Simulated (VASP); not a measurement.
Given:

```
CELL_PARAMETERS angstrom
      1.53395    -2.65688     0.00000
      1.53395     2.65688     0.00000
      0.00000     0.00000     5.03495
ATOMIC_POSITIONS crystal
  Si 0.66667 0.33333 0.49959
  Si 0.33333 0.66667 0.99959
  C  0.66667 0.33333 0.87541
  C  0.33333 0.66667 0.37541
```

All values below come from PBE GGA, VASP's PBE PAW potentials (set 64) (plane waves; VASP). Settings: 620 eV cut-off, 8×8×5 Γ-centred mesh, Gaussian smearing of 0.050 eV, potentials Si C.

### Question
Predict the energy per atom (σ→0), pressure.

### Answer

- energy per atom (σ→0) = -7.524 eV/atom
- pressure = 5.00 GPa

The absolute energy has meaning only against runs of the same code, potentials and settings.

The compound is SiC in the wurtzite structure, the rare 2H polytype. It was relaxed first under an external pressure of 5 GPa.
